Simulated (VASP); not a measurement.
Ga3Sb:

```xyz
4
Lattice="3.2218 0.0000 0.0000 0.0000 4.5043 0.0000 0.0000 0.0000 6.3137" Properties=species:S:1:pos:R:3 pbc="T T T"
Ga    0.0000    0.0000    3.1568
Ga    1.6109    2.2522    4.7600
Ga    1.6109    2.2522    1.5536
Sb    0.0000    0.0000    0.0000
```

The cell was built by a generator and needn't be a form met in nature.

```yaml
Program: VASP 6.6.1
Task: relaxation of the atoms
Functional: PBEsol
Potentials_or_basis: VASP PAW PBE potentials, release 64 (Ga_d, Sb)
Cutoff: 520 eV
k_mesh: 8 × 6 × 4
Occupations: methfessel-paxton, width 0.2 eV
Spin: no spin polarisation
```

At the start: pressure -4.2 GPa; volume 22.91 Å³/atom.

Where does the relaxation end?

Over 5 steps the energy falls by 11.2 meV/atom; space group Pmmm (No. 47, to 0.05 Å).

The path:
| step | energy change (eV) | largest force (eV/Å) | pressure (GPa) |
| --- | --- | --- | --- |
| 1 | 0.0000 | 0.3552 | -4.17 |
| 2 | -0.0113 | 0.3057 | -4.29 |
| 3 | -0.0352 | 0.1589 | -4.53 |
| 4 | -0.0409 | 0.0955 | -4.82 |
| 5 | -0.0448 | 0.0054 | -4.79 |

Final structure:
```
Ga Sb
1.0
     3.22178    0.00000    0.00000
     0.00000    4.50431    0.00000
     0.00000    0.00000    6.31368
Ga Sb
3 1
Direct
  0.00000 0.00000 0.50000
  0.50000 0.50000 0.73289
  0.50000 0.50000 0.26711
  0.00000 0.00000 0.00000
```

Caveat: the PAW data sets were made with another functional, which shifts forces and pressure a little.
